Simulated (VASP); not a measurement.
These are optB88-vdW, VASP's PBE PAW potentials (set 64) (plane waves; VASP) values and carry that method's errors.

Input for VASP

**INCAR**
```
LUSE_VDW = .True.
LCHARG = .False.
LASPH = .True.
LMAXMIX = 6   ! l cut-off of mixed one-centre charges
GGA = BO
EDIFF = 1E-6   ! SCF stop (eV)
NELMIN = 4
LWAVE = .False.
LVHAR = .True.
PARAM1 = 0.1833333333
SYSTEM = WS2 monolayer
PARAM2 = 0.22
AGGAC = 0.0
LREAL = .False.
ALGO = Normal   ! blocked Davidson
ISMEAR = 0
LORBIT = 11   ! lm-projected
SIGMA = 0.05   ! width (eV)
PREC = Normal
NELM = 100   ! most electronic steps
ENCUT = 400
```

File KPOINTS:
```
Automatic mesh
0
Gamma
12 12 1
0 0 0
```

File POSCAR:
```
WS2 monolayer
1.0
  3.1907216780   0.0000000000   0.0000000000
 -1.5953608391   2.7632460083   0.0000000000
  0.0000000000   0.0000000000  19.4916066636
W S
1 2
direct
  0.6666670000   0.3333330000   0.5000000000
  0.3333330000   0.6666670000   0.5809491797
  0.3333330000   0.6666670000   0.4190508203
```

POTCAR, in this order: W_sv S (PBE.64 set). Program: vasp_std. Read from the step before: WAVECAR.

What VASP printed:

### OSZICAR
```
       N       E                     dE             d eps       ncg     rms          rms(c)
DAV:   1    -0.200329950379E+02   -0.20033E+02   -0.26367E+01   922   0.291E-01    0.432E+00
DAV:   2    -0.187831005165E+02    0.12499E+01   -0.21875E+02   742   0.195E+01    0.720E+00
DAV:   3    -0.177006836610E+02    0.10824E+01   -0.51852E+00   784   0.133E+01    0.159E+00
DAV:   4    -0.175831749267E+02    0.11751E+00   -0.20835E-01   781   0.244E+00    0.126E+00
DAV:   5    -0.174997437331E+02    0.83431E-01   -0.25710E-02   776   0.866E-01    0.736E-01
DAV:   6    -0.173601947410E+02    0.13955E+00   -0.52731E-02   688   0.937E-01    0.441E-01
DAV:   7    -0.173192044292E+02    0.40990E-01   -0.48981E-03   895   0.314E-01    0.359E-01
DAV:   8    -0.172931061336E+02    0.26098E-01   -0.90238E-04   863   0.152E-01    0.299E-01
DAV:   9    -0.172436476131E+02    0.49459E-01   -0.43633E-03   709   0.223E-01    0.238E-01
DAV:  10    -0.172107836367E+02    0.32864E-01   -0.17957E-03   829   0.153E-01    0.208E-01
DAV:  11    -0.171892143303E+02    0.21569E-01   -0.97200E-04   773   0.104E-01    0.187E-01
DAV:  12    -0.171763513103E+02    0.12863E-01   -0.42007E-04   822   0.709E-02    0.171E-01
DAV:  13    -0.171492914119E+02    0.27060E-01   -0.22732E-03   779   0.156E-01    0.137E-01
DAV:  14    -0.171439348972E+02    0.53565E-02   -0.19266E-04   842   0.590E-02    0.128E-01
DAV:  15    -0.171290414014E+02    0.14893E-01   -0.13743E-03   780   0.124E-01    0.101E-01
DAV:  16    -0.171192364273E+02    0.98050E-02   -0.12512E-03   797   0.117E-01    0.755E-02
DAV:  17    -0.171143518705E+02    0.48846E-02   -0.65874E-04   790   0.857E-02    0.565E-02
DAV:  18    -0.171108594023E+02    0.34925E-02   -0.13889E-03   780   0.121E-01    0.299E-02
DAV:  19    -0.171106129205E+02    0.24648E-03   -0.72302E-04   819   0.973E-02    0.156E-02
DAV:  20    -0.171109763330E+02   -0.36341E-03   -0.10551E-04   876   0.508E-02    0.243E-02
DAV:  21    -0.171110269492E+02   -0.50616E-04   -0.18206E-05   644   0.267E-02    0.248E-02
DAV:  22    -0.171110167985E+02    0.10151E-04   -0.88169E-06   557   0.221E-02    0.249E-02
DAV:  23    -0.171111313262E+02   -0.11453E-03   -0.14842E-05   702   0.237E-02    0.196E-02
DAV:  24    -0.171112651206E+02   -0.13379E-03   -0.28826E-05   750   0.333E-02    0.111E-02
DAV:  25    -0.171112693305E+02   -0.42099E-05   -0.35458E-06   489   0.148E-02    0.115E-02
DAV:  26    -0.171112956464E+02   -0.26316E-04   -0.10215E-05   647   0.199E-02    0.762E-03
DAV:  27    -0.171112881328E+02    0.75136E-05   -0.16875E-05   616   0.247E-02    0.136E-03
DAV:  28    -0.171112659558E+02    0.22177E-04   -0.47209E-06   544   0.181E-02    0.127E-03
DAV:  29    -0.171112718765E+02   -0.59207E-05   -0.37987E-06   527   0.183E-02    0.101E-03
DAV:  30    -0.171112663001E+02    0.55764E-05   -0.36492E-06   519   0.163E-02    0.128E-03
DAV:  31    -0.171112639887E+02    0.23114E-05   -0.25768E-05   583   0.338E-02    0.123E-03
DAV:  32    -0.171112574427E+02    0.65461E-05   -0.22506E-05   575   0.304E-02    0.104E-03
DAV:  33    -0.171112607243E+02   -0.32817E-05   -0.56742E-06   557   0.235E-02    0.116E-03
DAV:  34    -0.171112433404E+02    0.17384E-04   -0.33593E-06   561   0.169E-02    0.787E-04
DAV:  35    -0.171112213735E+02    0.21967E-04   -0.57502E-06   720   0.133E-02    0.604E-04
DAV:  36    -0.171112231162E+02   -0.17427E-05   -0.62297E-06   603   0.198E-02    0.527E-04
DAV:  37    -0.171112208165E+02    0.22997E-05   -0.29895E-05   743   0.267E-02    0.297E-04
DAV:  38    -0.171112023890E+02    0.18427E-04   -0.81719E-05   531   0.234E-02    0.277E-04
DAV:  39    -0.171111993018E+02    0.30872E-05   -0.41705E-06   512   0.163E-02    0.238E-04
DAV:  40    -0.171111970239E+02    0.22778E-05   -0.18280E-05   561   0.321E-02    0.846E-04
DAV:  41    -0.171111978049E+02   -0.78095E-06   -0.20223E-05   565   0.332E-02    0.344E-04
DAV:  42    -0.171111899168E+02    0.78881E-05   -0.62522E-06   529   0.191E-02    0.275E-04
DAV:  43    -0.171111919790E+02   -0.20622E-05   -0.51306E-06   488   0.144E-02    0.196E-04
DAV:  44    -0.171111919038E+02    0.75188E-07   -0.19207E-06   489   0.105E-02
   1 F= -.17111192E+02 E0= -.17111192E+02  d E =-.196455E-15
```

File OUTCAR:
```
------------------------ aborting loop because EDIFF is reached ----------------------------------------
  FORCE on cell =-STRESS in cart. coord.  units (eV):
  Direction    XX          YY          ZZ          XY          YZ          ZX
  --------------------------------------------------------------------------------------
  Total        0.0162333      0.0162333     -0.0085139     -0.0000000      0.0000000     -0.0000000
  in kB        0.1513425      0.1513425     -0.0793752     -0.0000000      0.0000000     -0.0000000
  external PRESSURE =       0.0744366 kB  Pullay stress =       0.0000000 kB
  volume of cell :      171.85
      direct lattice vectors                 reciprocal lattice vectors
     3.190721678  0.000000000  0.000000000     0.313408721  0.180946611  0.000000000
    -1.595360839  2.763246008  0.000000000     0.000000000  0.361893222  0.000000000
     0.000000000  0.000000000 19.491606664     0.000000000  0.000000000  0.051304134
 POSITION                                       TOTAL-FORCE (eV/Angst)
 -----------------------------------------------------------------------------------
      1.59536      0.92108      9.74580        -0.000000      0.000000      0.000000
     -0.00000      1.84216     11.32363         0.000000     -0.000000      0.010231
     -0.00000      1.84216      8.16797         0.000000      0.000000     -0.010231
 -----------------------------------------------------------------------------------
    total drift:                               -0.000123      0.000071      0.000000
  FREE ENERGIE OF THE ION-ELECTRON SYSTEM (eV)
  ---------------------------------------------------
  free  energy   TOTEN  =       -17.1111919038 eV

  energy  without entropy=      -17.1111919038  energy(sigma->0) =      -17.11119190

 total charge

# of ion       s       p       d       tot
------------------------------------------
    1        2.317   6.312   3.372  12.001
    2        1.366   2.366   0.000   3.732
    3        1.366   2.366   0.000   3.732
--------------------------------------------------
tot          5.049  11.044   3.372  19.465
```
(Selected blocks of OUTCAR.)

The cell is a sheet with vacuum, built from WS2 (2H layered).
